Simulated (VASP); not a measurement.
Consider the following.

```
CELL_PARAMETERS angstrom
      4.10252     0.00000     0.00000
      0.00000     4.10252     0.00000
      0.00000     0.00000     4.10252
ATOMIC_POSITIONS crystal
  Rb 0.50000 0.50000 0.50000
  Au 0.00000 0.00000 0.00000
```

These are r2SCAN meta-GGA with spin-orbit coupling, VASP's PBE PAW potentials (set 64) (plane waves; VASP) values and carry that method's errors. Settings: 400 eV cut-off, 6×6×6 Γ-centred mesh, Gaussian smearing of 0.050 eV, potentials Rb_sv Au.

Problem. Give the energies of bands 13 to 26 at the high-symmetry points, in eV from the valence-band maximum.

Solution. 
| band | Γ | X | M | R |
|---|---|---|---|---|
| 13 | -3.77 | -2.45 | -2.58 | -2.26 |
| 14 | -3.77 | -2.45 | -2.58 | -2.26 |
| 15 | -2.34 | -2.29 | -2.35 | -1.92 |
| 16 | -2.34 | -2.29 | -2.35 | -1.92 |
| 17 | -2.34 | -2.06 | -1.97 | -1.92 |
| 18 | -2.34 | -2.06 | -1.97 | -1.92 |
| 19 | -2.04 | -1.47 | -1.24 | 0.00 |
| 20 | -2.04 | -1.47 | -1.24 | 0.00 |
| 21 | 5.09 | 0.53 | 2.60 | 1.48 |
| 22 | 5.09 | 0.53 | 2.60 | 1.48 |
| 23 | 5.09 | 5.04 | 3.07 | 2.13 |
| 24 | 5.09 | 5.04 | 3.07 | 2.13 |
| 25 | 5.83 | 5.04 | 5.11 | 2.13 |
| 26 | 5.83 | 5.04 | 5.11 | 2.13 |

The gap is indirect, 0.53 eV, from the valence maximum at R to the conduction minimum at X.

The structure comes from a computed database's RbAu entry (Pm-3m); how it stands against other phases isn't given here. It was relaxed first.
